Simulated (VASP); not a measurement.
A convergence study with VASP on ScF$_{3}$ (space group R32): one setting is varied, all else stays as given below, so the limit is that of these other settings.

```yaml
crystal:
  lattice:
    - [2.85684, 1.64940, 2.33115]
    - [-2.85684, 1.64940, 2.33115]
    - [0.00000, -3.29880, 2.33115]
  atoms:
    - { symbol: Sc, position: [0.00000, 0.00000, 0.00000] }
    - { symbol: F, position: [0.50000, 0.00193, 0.99807] }
    - { symbol: F, position: [0.99807, 0.50000, 0.00193] }
    - { symbol: F, position: [0.00193, 0.99807, 0.50000] }
```

All values below come from PBEsol GGA, VASP's PBE PAW potentials (set 64) (plane waves; VASP). The tightest run used: 700 eV cut-off, 14×14×14 Γ-centred mesh, tetrahedra with Blöchl corrections, potentials Sc_sv F.

Gaps are read on the run's mesh, which can miss a band edge.

```
setting     E (eV/atom)  pressure (GPa)  largest force (eV/Å)  gap on the mesh (eV)  irreducible k-points
----------  -----------  --------------  --------------------  --------------------  --------------------
3×3×3 mesh      -7.0756           -0.94                 0.012                 6.300                     6
4×4×4 mesh      -7.0790           -1.01                 0.013                 6.167                    13
5×5×5 mesh      -7.0793           -1.01                 0.013                 6.225                    19
```

Q: These are the cheaper rows. Estimate the results at 14×14×14 mesh, and how far the last row shown lies from them.

A: 
| quantity | tightest run | last row shown is off by |
|---|---|---|
| E (eV/atom) | -7.0793 | 0.0000 |
| pressure (GPa) | -1.02 | 0.01 |
| largest force (eV/Å) | 0.013 | 0.000 |
| gap on the mesh (eV) | 6.169 | 0.056 |

Left out are rungs that failed or repeat a setting and relaxations that didn't move; long series are thinned to 24 rows.

The structure comes from a computed database's ScF3 entry (R32); how it stands against other phases isn't given here. The cell was not relaxed at this level.
